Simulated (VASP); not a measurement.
Calculation: LDA (Ceperley-Alder, Perdew-Zunger), VASP's LDA PAW potentials (set 64) (plane waves; VASP).

Input for VASP

POSCAR:
```
Tc
1
    1.3436440950    -2.3272602209     0.0000000000
    1.3436440950     2.3272602209    -0.0000000000
    0.0000000000    -0.0000000000     4.2837711844
Tc
2
Direct
  0.3333330000   0.6666670000   0.2500000000
  0.6666670000   0.3333330000   0.7500000000
```

### INCAR
```
SYSTEM=Tc
PREC=Accurate; ENCUT=500; LREAL=.FALSE.
LASPH=.TRUE.
EDIFF=1E-6; NELM=100; ALGO=Normal
LMAXMIX=4
ISMEAR=1; SIGMA=0.1
IBRION=2; NSW=40; ISIF=3
EDIFFG=-0.02; PSTRESS=100
LWAVE=.FALSE.; LCHARG=.FALSE.
```

**KPOINTS**
```
Automatic
0
Gamma
15 15 9
```

POTCAR, in this order: Tc_pv (LDA.64 set). Program: vasp_std.

Output

### OUTCAR
```
 ion  position               nearest neighbor table
   1  0.333  0.667  0.250-   2 2.64   2 2.64   2 2.64   2 2.64   2 2.64   2 2.64
   2  0.667  0.333  0.750-   1 2.64   1 2.64   1 2.64   1 2.64   1 2.64   1 2.64
  LATTYP: Found a hexagonal cell.
 ALAT       =     2.6872885200
 C/A-ratio  =     1.5940868100
 Subroutine PRICEL returns:
 Original cell was already a primitive cell.
 Subroutine GETGRP returns: Found 24 space group operations
The static configuration has the point symmetry D_3d.
 The point group associated with its full space group is D_6h.
The dynamic configuration has the point symmetry D_3d.
 Subroutine INISYM returns: Found 24 space group operations
 Subroutine IBZKPT returns following result:
 Found    135 irreducible k-points:

 Following reciprocal coordinates:
            Coordinates               Weight
  0.000000  0.000000  0.000000      1.000000
  0.066667  0.000000  0.000000      6.000000
  0.133333  0.000000  0.000000      6.000000
  0.200000  0.000000  0.000000      6.000000
  0.266667  0.000000  0.000000      6.000000
  0.333333  0.000000  0.000000      6.000000
  0.400000  0.000000  0.000000      6.000000
  0.466667  0.000000  0.000000      6.000000
  0.066667  0.066667  0.000000      6.000000
  0.133333  0.066667  0.000000     12.000000
  0.200000  0.066667  0.000000     12.000000
  0.266667  0.066667  0.000000     12.000000
  0.333333  0.066667  0.000000     12.000000
  0.400000  0.066667  0.000000     12.000000
  0.466667  0.066667  0.000000      6.000000
  0.133333  0.133333  0.000000      6.000000
  0.200000  0.133333  0.000000     12.000000
  0.266667  0.133333  0.000000     12.000000
  0.333333  0.133333  0.000000     12.000000
  0.400000  0.133333  0.000000     12.000000
  0.200000  0.200000  0.000000      6.000000
  0.266667  0.200000  0.000000     12.000000
...
```

**OSZICAR**
```
       N       E                     dE             d eps       ncg     rms          rms(c)
DAV:   1     0.302790101658E+03    0.30279E+03   -0.16546E+04  4622   0.158E+03
DAV:   2    -0.172014291695E+02   -0.31999E+03   -0.31689E+03  5105   0.455E+02
DAV:   3    -0.248701691816E+02   -0.76687E+01   -0.75370E+01  5362   0.817E+01
DAV:   4    -0.249417692286E+02   -0.71600E-01   -0.71470E-01  5051   0.775E+00
DAV:   5    -0.249424067235E+02   -0.63749E-03   -0.63742E-03  5014   0.709E-01    0.227E+01
DAV:   6    -0.236301134271E+02    0.13123E+01   -0.29658E+00  4852   0.172E+01    0.764E+00
DAV:   7    -0.234573543088E+02    0.17276E+00   -0.58018E-01  5108   0.682E+00    0.103E+00
DAV:   8    -0.234442626472E+02    0.13092E-01   -0.17033E-02  4678   0.151E+00    0.128E-01
DAV:   9    -0.234442944427E+02   -0.31796E-04   -0.31113E-04  5175   0.172E-01    0.321E-02
DAV:  10    -0.234443067869E+02   -0.12344E-04   -0.19144E-05  4734   0.417E-02    0.568E-03
DAV:  11    -0.234443066137E+02    0.17329E-06   -0.57062E-07  2535   0.741E-03
   1 F= -.21772158E+02 E0= -.21772360E+02  d E =-.217722E+02
```

**OUTCAR**
```
------------------------ aborting loop because EDIFF is reached ----------------------------------------
  FORCE on cell =-STRESS in cart. coord.  units (eV):
  Direction    XX          YY          ZZ          XY          YZ          ZX
  --------------------------------------------------------------------------------------
  Total        1.6358499      1.6358504      1.6597808      0.0000000     -0.0000000     -0.0000000
  in kB       97.8292179     97.8292499     99.2603659      0.0000000     -0.0000000     -0.0000000
  external PRESSURE =      -1.6937221 kB  Pullay stress =     100.0000000 kB
  volume of cell :       26.79
      direct lattice vectors                 reciprocal lattice vectors
     1.343644095 -2.327260221  0.000000000     0.372122351 -0.214844905  0.000000000
     1.343644095  2.327260221  0.000000000     0.372122351  0.214844905  0.000000000
     0.000000000  0.000000000  4.283771184     0.000000000  0.000000000  0.233439172
 POSITION                                       TOTAL-FORCE (eV/Angst)
 -----------------------------------------------------------------------------------
      1.34364      0.77575      1.07094        -0.000000      0.000000      0.000000
      1.34364     -0.77575      3.21283         0.000000      0.000000      0.000000
 -----------------------------------------------------------------------------------
    total drift:                               -0.000000      0.000590     -0.000043
  FREE ENERGIE OF THE ION-ELECTRON SYSTEM (eV)
  ---------------------------------------------------
  free  energy   TOTEN  =       -23.4443066137 eV

  energy  without entropy=      -23.4449129085  energy(sigma->0) =      -23.44450871
  enthalpy is  TOTEN    =       -21.7721580020 eV   P V=        1.6721486116

 reached required accuracy - stopping structural energy minimisation
```
(Selected blocks of OUTCAR.)

### OUTCAR
```
 val. band max:       13.7054355444   @ k =   0.4667   0.0667   0.1111

 cond. band min:      13.7084683292   @ k =   0.3333   0.0000   0.4444


 Fermi energy:        13.7079142219

 k-point     1 :       0.0000    0.0000    0.0000
  band No.  band energies     occupation
      1     -25.7953      2.00000
      2     -24.4094      2.00000
      3     -24.4094      2.00000
      4     -24.1715      2.00000
      5     -24.1715      2.00000
      6     -24.1050      2.00000
      7       6.0922      2.00000
      8       7.8016      2.00000
      9      11.9282      2.00000
     10      11.9282      2.00000
     11      12.0905      2.00000
     12      12.7463      2.00000
     13      12.7463      2.00000
     14      13.4672      2.00347
     15      13.4672      2.00347
     16      15.6708     -0.00000
     17      16.4582      0.00000

 k-point     2 :       0.0667    0.0000    0.0000
  band No.  band energies     occupation
      1     -25.7726      2.00000
      2     -24.4606      2.00000
      3     -24.4262      2.00000
      4     -24.2247      2.00000
      5     -24.1781      2.00000
      6     -24.1148      2.00000
      7       6.2727      2.00000
      8       7.9493      2.00000
      9      11.5454      2.00000
     10      12.0845      2.00000
     11      12.4168      2.00000
     12      12.6506      2.00000
     13      12.8925      2.00000
     14      13.2430      2.00000
     15      13.3393      2.00000
     16      14.6058     -0.00000
     17      16.5443      0.00000

 k-point     3 :       0.1333    0.0000    0.0000
  band No.  band energies     occupation
      1     -25.7065      2.00000
      2     -24.6056      2.00000
      3     -24.4727      2.00000
      4     -24.3727      2.00000
      5     -24.1980      2.00000
      6     -24.1446      2.00000
      7       6.7805      2.00000
      8       8.3324      2.00000
      9      11.0464      2.00000
     10      12.3666      2.00000
     11      12.4054      2.00000
...
```

The compound is Tc in the hcp structure. It was relaxed first under an external pressure of 10 GPa.
